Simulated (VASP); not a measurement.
Input:

```
Cr
1.0
    2.88000     0.00000     0.00000
    0.00000     2.88000     0.00000
    0.00000     0.00000     2.88000
Cr
2
Direct
  0.00000   0.00000   0.00000
  0.50000   0.50000   0.50000
```
Starting moments (μB, in the order of the record's atoms Cr Cr): 1.5 -1.5.

Method: r2SCAN meta-GGA, VASP's PBE PAW potentials (set 64) (plane waves; VASP). Run with 400 eV cut-off, 11×11×11 Γ-centred mesh, first-order Methfessel-Paxton smearing of 0.10 eV, potentials Cr_pv.

Energy and stress use the plane-wave basis of the starting cell.

Q: The ions, cell shape and volume are relaxed. What does this cell relax into?

A: 
```
Cr
1.0
    2.96147     0.00000     0.00000
    0.00000     2.96147     0.00000
    0.00000     0.00000     2.96147
Cr
2
Direct
  0.00000   0.00000   0.00000
  0.50000   0.50000   0.50000
```
Space group Im-3m (229), at a tolerance of 0.03 Å. The cell ends with 0.00 μB, on the sites 2.70 -2.70 μB.

Q: How do energy and volume change from the first to the last step?

A: The energy (σ→0) changes by -31.2 meV/atom and the volume by +8.7 %, in 3 ionic steps.

The compound is Cr in the bcc, AFM order structure. This run relaxes it. Symmetry was kept, so distortions that lower it aren't found.
